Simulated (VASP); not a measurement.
An input for Ansatz (written as the equivalent of a VASP run, and not itself run):

Ansatz 0.2 input:
```yaml
crystal:
  lattice:
    - [0.0000000, 2.1816000, 2.1816000]
    - [2.1816000, 0.0000000, 2.1816000]
    - [2.1816000, 2.1816000, 0.0000000]
  atoms:
    - { symbol: Tl, position: [0.0000000, 0.0000000, 0.0000000] }
    - { symbol: F, position: [0.5000000, 0.5000000, 0.5000000] }
kpoints:
  mp_grid: { grid: [9, 9, 9] }
hamiltonian:
  xc: r2scan
  pseudopotentials: { kind: paw }
scf:
  occupations: { method: gaussian, width: 0.05 }
  max_iter: 100
relax:
  max_steps: 60
  f_tol: 0.01
  cell: {}
output: { forces: true, stress: true, eigenvalues: true }
```

Q: Write the VASP files for the same calculation (r2SCAN).

A: Several could match; the one computed here: 
**POSCAR**
```
TlF
1.0
  0.0000000000   2.1816000000   2.1816000000
  2.1816000000   0.0000000000   2.1816000000
  2.1816000000   2.1816000000   0.0000000000
Tl F
1 1
direct
  0.0000000000   0.0000000000   0.0000000000
  0.5000000000   0.5000000000   0.5000000000
```

### KPOINTS
```
Automatic mesh
0
Gamma
9 9 9
0 0 0
```

**INCAR**
```
SYSTEM  =  TlF
PREC  =  Accurate; ENCUT  =  520; LREAL  =  .FALSE.
LASPH  =  .TRUE.
EDIFF  =  1E-6; NELM  =  100; ALGO  =  Normal
LMAXMIX  =  4; LMIXTAU  =  .TRUE.
ISMEAR  =  0; SIGMA  =  0.05
METAGGA  =  R2SCAN
IBRION  =  2; NSW  =  60; ISIF  =  3
EDIFFG  =  -0.01
LWAVE  =  .FALSE.; LCHARG  =  .FALSE.
```

POTCAR, in this order: Tl_d F (PBE.64 set). Program: vasp_std.

What does not carry over: each code has its own PAW files, so the cut-off isn't converted (ENCUT is set for VASP's; basis.ecutwfc is left out, and Ansatz then takes the one that its files recommend); Ansatz stops its SCF on the density residual and VASP on the energy change (EDIFF).

The structure was generated: TlF was put into the rock salt type (Fm-3m), which need not be its known phase. This run relaxes it. Symmetry was kept, so distortions that lower it aren't found.
